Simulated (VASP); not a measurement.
Input:

```yaml
crystal:
  lattice:
    - [5.67315, 0.00000, 0.00000]
    - [0.00000, 5.67315, 0.00000]
    - [0.00000, 0.00000, 5.67315]
  atoms:
    - { symbol: Cs, position: [0.00000, 0.00000, 0.00000] }
    - { symbol: Pb, position: [0.50000, 0.50000, 0.50000] }
    - { symbol: Cl, position: [0.50000, 0.00000, 0.50000] }
    - { symbol: Cl, position: [0.00000, 0.50000, 0.50000] }
    - { symbol: Cl, position: [0.50000, 0.50000, 0.00000] }
```

Computed with PBE GGA with D4 dispersion, VASP's PBE PAW potentials (set 64) (plane waves; VASP). Numerical set-up: 520 eV cut-off, 5×5×5 Γ-centred mesh, tetrahedra with Blöchl corrections, potentials Cs_sv Pb_d Cl.

The cores are frozen, which limits the accuracy of field gradients.

Question: Give the principal components of the electric field gradient (V/Å²) and the asymmetry η at each nucleus.

Answer: 
```json
[
 {"atom": "Cs1", "Vxx": "0.0", "Vyy": "0.0", "Vzz": "0.0", "η": "-"},
 {"atom": "Pb2", "Vxx": "0.0", "Vyy": "0.0", "Vzz": "0.0", "η": "-"},
 {"atom": "Cl3", "Vxx": "-43.9", "Vyy": "-43.9", "Vzz": "87.9", "η": "0.00"},
 {"atom": "Cl4", "Vxx": "-43.9", "Vyy": "-43.9", "Vzz": "87.9", "η": "0.00"},
 {"atom": "Cl5", "Vxx": "-43.9", "Vyy": "-43.9", "Vzz": "87.9", "η": "0.00"}
]
```

The compound is CsPbCl3 in the cubic perovskite structure, the ideal cubic form; the compound distorts at low or room temperature. It was relaxed first.
